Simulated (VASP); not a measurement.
Consider the following.

```xyz
4
Lattice="4.1302 0.0000 0.0000 -2.0651 3.5768 0.0000 0.0000 0.0000 7.4005" Properties=species:S:1:pos:R:3 pbc="T T T"
Cu     2.0651     1.1923     4.3845
Cu     0.0000     2.3846     3.0160
I      0.0000     2.3846     5.5995
I      2.0651     1.1923     1.8010
```

Computed with r2SCAN meta-GGA, VASP's PBE PAW potentials (set 64) (plane waves; VASP). Settings: 400 eV cut-off, 7×7×4 Γ-centred mesh, tetrahedra with Blöchl corrections, potentials Cu I.

Unless said otherwise, spin-orbit coupling is left out, though it shifts the bands of the heavy elements here.

Question: Give the energies of bands 8 to 21 at the high-symmetry points, in eV from the valence-band maximum.

Answer: 
```tsv
band	Γ	M	K	A	L	H
8	-3.18	-3.28	-3.90	-3.14	-3.16	-3.49
9	-2.09	-2.21	-2.20	-2.08	-2.20	-2.20
10	-2.09	-2.12	-2.15	-2.07	-2.13	-2.15
11	-1.65	-1.90	-1.90	-1.64	-1.88	-1.90
12	-1.40	-1.78	-1.90	-1.40	-1.79	-1.90
13	-1.40	-1.47	-1.50	-1.40	-1.43	-1.52
14	-0.37	-1.35	-1.50	-0.84	-1.35	-1.52
15	-0.37	-1.27	-1.44	-0.31	-1.32	-1.45
16	-0.30	-1.21	-1.14	-0.31	-1.19	-1.01
17	0.00	-1.18	-1.14	-0.09	-1.01	-1.01
18	0.00	-0.17	-0.48	-0.09	-0.32	-0.64
19	2.13	3.50	3.30	3.44	2.96	3.65
20	3.42	3.52	4.72	3.46	3.25	3.65
21	5.19	4.11	4.72	5.09	3.98	4.30
```

The gap is direct, 2.13 eV, from the valence maximum at Γ to the conduction minimum at Γ.

The structure comes from a computed database's CuI entry (P-3m1); how it stands against other phases isn't given here. It was relaxed first.
